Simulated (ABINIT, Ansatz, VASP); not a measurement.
Cu (Fm-3m, 1 atom in the cell) computed with different codes at matched settings

Self-consistent single point.

```xyz
1
Lattice="0.0000 1.8050 1.8050 1.8050 0.0000 1.8050 1.8050 1.8050 0.0000" Properties=species:S:1:pos:R:3 pbc="T T T"
Cu     0.0000     0.0000     0.0000
```

Shared settings, as Ansatz (an electronic-structure program) writes them: kpoints.mp_grid.grid = 21 21 21; scf.occupations.method = gaussian; scf.occupations.width = 0.2 eV. Potentials and cutoffs stand in the table.

```tsv
code	model	pressure (GPa)	cutoff
VASP	LDA (PZ), VASP's LDA PAW potentials (set 64)	-14.11	300 eV
ABINIT	LDA (PW92), PAW (JTH v2.0 LDA PAW)	-12.56	816 eV
Ansatz	LDA (PW92), default PAW files made with PBE	-12.15	default
```

On Ansatz's run: spin polarisation is off.

The spread over the programs that give each value: pressure within 1.96 GPa.

Ansatz's pressure is given at a fixed set of plane waves, as the other plane-wave codes print theirs; with its correction for the finite basis it is -12.05 GPa. The same LDA comes in different parametrisations, which differ slightly. In the pressure, VASP (by 1.56) lies more than 1 GPa from the median of the plane-wave programs.

VASP's run is marked for a possible Pulay error in its stress at this cutoff; no cutoff test was made.

The starting cell has typed, rounded lattice constants, without a prior relaxation at this level.

Left out of this page: Quantum ESPRESSO, GPAW, Elk and SIESTA (not drawn, or without a comparable value); FLEUR (with a known weakness of the program).

Keys are those of Ansatz 0.2.
